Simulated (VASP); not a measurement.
Calculation: PBEsol GGA, VASP's PBE PAW potentials (set 64) (plane waves; VASP).

A VASP calculation is set up with these files.

### POSCAR
```
C monolayer
1
    2.4603054312     0.0000000000     0.0000000000
   -1.2301527156     2.1306865110     0.0000000000
    0.0000000000     0.0000000000    17.0713533964
C
2
Direct
  0.0000000000   0.0000000000   0.5000000000
  0.6666670000   0.3333330000   0.5000000000
```

File KPOINTS:
```
kpoints
0
Gamma
  24 24 1
```

INCAR:
```
SYSTEM = C monolayer
PREC = Normal
ENCUT = 500
EDIFF = 1E-5
NELM = 100
ALGO = Normal
LREAL = .FALSE.
LASPH = .TRUE.
ISMEAR = 1
SIGMA = 0.1
GGA = PS
LWAVE = .TRUE.
LCHARG = .FALSE.
NELMIN = 4
IBRION = 2
ISIF = 4
NSW = 50
EDIFFG = -0.03
```

POTCAR, in this order: C (PBE.64 set). Program: vasp_std.

The resulting files:

File OSZICAR:
```
       N       E                     dE             d eps       ncg     rms          rms(c)
DAV:   1     0.536002631308E+02    0.53600E+02   -0.34687E+03  1000   0.713E+02
DAV:   2    -0.165734498433E+02   -0.70174E+02   -0.59050E+02  1424   0.136E+02
DAV:   3    -0.205387864165E+02   -0.39653E+01   -0.39651E+01  1472   0.496E+01
DAV:   4    -0.205652801001E+02   -0.26494E-01   -0.26494E-01  1520   0.396E+00
DAV:   5    -0.205653182009E+02   -0.38101E-04   -0.38101E-04  1472   0.166E-01    0.642E+00
DAV:   6    -0.196411845197E+02    0.92413E+00   -0.90345E-01  1272   0.679E+00    0.374E+00
DAV:   7    -0.192896776177E+02    0.35151E+00   -0.11762E+00  1576   0.764E+00    0.907E-01
DAV:   8    -0.192845431941E+02    0.51344E-02   -0.13923E-02  1384   0.109E+00    0.122E-01
DAV:   9    -0.192838075023E+02    0.73569E-03   -0.55224E-04  1480   0.157E-01    0.839E-02
DAV:  10    -0.192822035896E+02    0.16039E-02   -0.48624E-03  1336   0.341E-01    0.644E-02
DAV:  11    -0.192828675030E+02   -0.66391E-03   -0.77459E-05  1096   0.668E-02    0.587E-02
DAV:  12    -0.192830679594E+02   -0.20046E-03   -0.14820E-04  1064   0.763E-02    0.239E-02
DAV:  13    -0.192835165350E+02   -0.44858E-03   -0.73604E-05  1400   0.386E-02    0.120E-02
DAV:  14    -0.192836399745E+02   -0.12344E-03   -0.16368E-05  1384   0.204E-02    0.664E-03
DAV:  15    -0.192837555546E+02   -0.11558E-03   -0.14407E-05  1104   0.149E-02    0.484E-03
DAV:  16    -0.192837759143E+02   -0.20360E-04   -0.38706E-07  1304   0.463E-03    0.722E-04
DAV:  17    -0.192837871637E+02   -0.11249E-04   -0.16029E-07  1112   0.359E-03    0.559E-04
DAV:  18    -0.192837886160E+02   -0.14523E-05   -0.25338E-08  1280   0.118E-03
   1 F= -.19283789E+02 E0= -.19283723E+02  d E =-.192838E+02
```

File OUTCAR:
```
------------------------ aborting loop because EDIFF is reached ----------------------------------------
  FORCE on cell =-STRESS in cart. coord.  units (eV):
  Direction    XX          YY          ZZ          XY          YZ          ZX
  --------------------------------------------------------------------------------------
  Total        0.0352114      0.0352114     -0.0115532     -0.0000000      0.0000000      0.0000000
  in kB        0.6304020      0.6304017     -0.2068412     -0.0000000      0.0000000      0.0000000
  external PRESSURE =       0.3513208 kB  Pullay stress =       0.0000000 kB
  volume of cell :       89.49
      direct lattice vectors                 reciprocal lattice vectors
     2.460305431  0.000000000  0.000000000     0.406453600  0.234666150  0.000000000
    -1.230152716  2.130686511  0.000000000     0.000000000  0.469332300  0.000000000
     0.000000000  0.000000000 17.071353396     0.000000000  0.000000000  0.058577664
 POSITION                                       TOTAL-FORCE (eV/Angst)
 -----------------------------------------------------------------------------------
      0.00000      0.00000      8.53568         0.000000      0.000000      0.000000
      1.23015      0.71023      8.53568        -0.000000     -0.000000      0.000000
 -----------------------------------------------------------------------------------
    total drift:                               -0.000230      0.000133      0.000000
  FREE ENERGIE OF THE ION-ELECTRON SYSTEM (eV)
  ---------------------------------------------------
  free  energy   TOTEN  =       -19.2837886160 eV

  energy  without entropy=      -19.2835927168  energy(sigma->0) =      -19.28372332

 reached required accuracy - stopping structural energy minimisation
```
(Selected blocks of OUTCAR.)

The cell is a sheet with vacuum, built from C (graphite).
